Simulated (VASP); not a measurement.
HfO2:

```
Hf O
1.0
     3.60433    0.00000    0.00000
     0.00000    3.60433    0.00000
     0.00000    0.00000    5.26356
Hf O
2 4
Direct
  0.50000 0.50000 0.50000
  0.00000 0.00000 0.00000
  0.00000 0.50000 0.69329
  0.50000 0.00000 0.80671
  0.50000 0.00000 0.30671
  0.00000 0.50000 0.19329
```

Measurements of this composition are mostly on another form, of space group No. 14.

| Quantity | Value |
| --- | --- |
| Program | VASP 6.6.1 |
| Task | relaxation of cell and atoms |
| Functional | LDA |
| Potentials or basis | VASP PAW LDA potentials, release 64 (Hf_pv, O) |
| Cutoff | 600 eV |
| k mesh | 6 × 6 × 4 |
| Occupations | fermi-dirac, width 0.05 eV |
| Spin | no spin polarisation |

At the start: pressure -16.3 GPa; volume 11.40 Å³/atom.

Question: How do energy, volume and symmetry change on relaxing?

Answer: Over 16 steps the energy falls by 46.7 meV/atom and the volume is 10.50 Å³/atom (-7.9 %); space group P4_2/nmc (No. 137, to 0.05 Å).

Step by step:
```csv
step,energy change (eV),largest force (eV/Å),pressure (GPa),volume (Å³)
1,0.0000,0.1506,-16.34,68.38
2,0.4546,1.1372,37.25,57.51
3,-0.2397,0.2578,-0.71,64.09
4,-0.2399,0.2702,-0.24,63.98
5,-0.2398,0.2796,0.15,63.89
6,-0.2542,0.2418,0.26,63.66
7,-0.2668,0.1451,0.92,62.95
8,-0.2679,0.1646,0.72,63.11
9,-0.2773,0.0602,-0.61,63.25
10,-0.2786,0.0115,-1.25,63.32
11,-0.2793,0.0123,0.86,62.78
12,-0.2801,0.0119,-0.02,63.01
13,-0.2802,0.0139,0.07,62.98
14,-0.2802,0.0151,0.13,62.96
15,-0.2802,0.0080,-0.12,63.00
16,-0.2802,0.0090,-0.08,62.99
```

Final structure:
```
Hf O
1.0
     3.52446    0.00000    0.00000
     0.00000    3.52446    0.00000
     0.00000    0.00000    5.07101
Hf O
2 4
Direct
  0.50000 0.50000 0.50000
  0.00000 0.00000 0.00000
  0.00000 0.50000 0.70571
  0.50000 0.00000 0.79429
  0.50000 0.00000 0.29429
  0.00000 0.50000 0.20571
```
